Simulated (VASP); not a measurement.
VASP ran on this input.

### POSCAR
```
TaSb
1.0
  3.1056469612   0.0000000000   0.0000000000
 -1.5528234805   2.6895691372   0.0000000000
  0.0000000000   0.0000000000  10.1441590276
Ta Sb
2 2
Cart
 -0.0000015528   1.7930469880   0.5058640806
  1.5528250335   0.8965221492   5.5779435944
 -0.0000015528   1.7930469880   3.2981955548
  1.5528250335   0.8965221492   8.3702750686
```

**KPOINTS**
```
Automatic mesh
0
Gamma
13 13 4
0 0 0
```

**INCAR**
```
LWAVE = .False.
SYSTEM = TaSb
ISMEAR = -5
GGA = PS
ALGO = Normal
LORBIT = 11   ! lm-projected
NEDOS = 601   ! DOS grid
LCHARG = .True.
ISIF = 2   ! forces and stress, cell fixed
PREC = Accurate
LMAXMIX = 6
LEFG = .True.
EDIFF = 1E-7   ! SCF stop (eV)
LREAL = .False.
LASPH = .True.
NELM = 100   ! most electronic steps
ENCUT = 400   ! plane-wave cut-off (eV)
```

POTCAR, in this order: Ta_pv Sb (PBE.64 set). Program: vasp_std.

### Question
Translate this PBEsol calculation to Quantum ESPRESSO's pw.x.

### Answer
One equivalent input (not run):
```
&CONTROL
  calculation = 'scf'
  pseudo_dir = './pseudo'
  outdir = './out'
  tprnfor = .true.
  tstress = .true.
/
&SYSTEM
  ibrav = 0
  nat = 4
  ntyp = 2
  ecutwfc = 80
  occupations = 'tetrahedra'
  input_dft = 'pbesol'
/
&ELECTRONS
  conv_thr = 7.3e-09
  electron_maxstep = 100
/
ATOMIC_SPECIES
  Ta 180.948 Ta.upf
  Sb 121.760 Sb.upf
CELL_PARAMETERS angstrom
     3.1056470   -0.0000000    0.0000000
    -1.5528235    2.6895691   -0.0000000
     0.0000000    0.0000000   10.1441590
ATOMIC_POSITIONS crystal
  Ta   0.3333330  0.6666670  0.0498675
  Ta   0.6666670  0.3333330  0.5498675
  Sb   0.3333330  0.6666670  0.3251325
  Sb   0.6666670  0.3333330  0.8251325
K_POINTS automatic
  13 13 4 0 0 0
```
Limits of the translation: the potentials are each code's own (VASP's PAW set, PseudoDojo norm-conserving files in pw.x), so ENCUT and ecutwfc are chosen apart and not converted; conv_thr bounds pw.x's estimated SCF error, while EDIFF bounds the energy change between steps; the field gradients of LEFG aren't asked of the other code.

The structure was generated: TaSb was put into the wurtzite type (P6_3mc), which need not be its known phase. It was relaxed first, which changed the volume by -53 %.
